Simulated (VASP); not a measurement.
Runs of VASP 6.6.1 on Ca. The structure is cubic, space group Fm-3m (No. 225). The conventional cell has a = 5.458 Å, b = 5.458 Å, c = 5.458 Å, α = 90.00°, β = 90.00°, γ = 90.00°. Ca (site symmetry m-3m) has 12 Ca at 3.86 Å as nearest neighbours. 

```csv
level,k mesh,cutoff (eV),smearing,gap on the mesh (eV),pressure (GPa)
PBEsol,20 × 20 × 20,520,gaussian 0.1 eV,none,0.0
PBEsol,14 × 14 × 14,900,gaussian 0.1 eV,none,0.0
PBEsol,14 × 14 × 14,520,gaussian 0.5 eV,none,0.1
PBEsol,14 × 14 × 14,700,gaussian 0.1 eV,none,0.0
r2SCAN,14 × 14 × 14,520,gaussian 0.1 eV,none,(a)
```

Alike in all rows: task single point; potentials or basis VASP PAW PBE potentials, release 64 (Ca_sv); no spin polarisation; cell as given.

Task: Estimate the missing entries.

Result: (a) 1.2.

Caveats: the PAW data sets were made with another functional, which shifts forces and pressure a little.

A gap of «none» marks a metal or a gap under the smearing width.
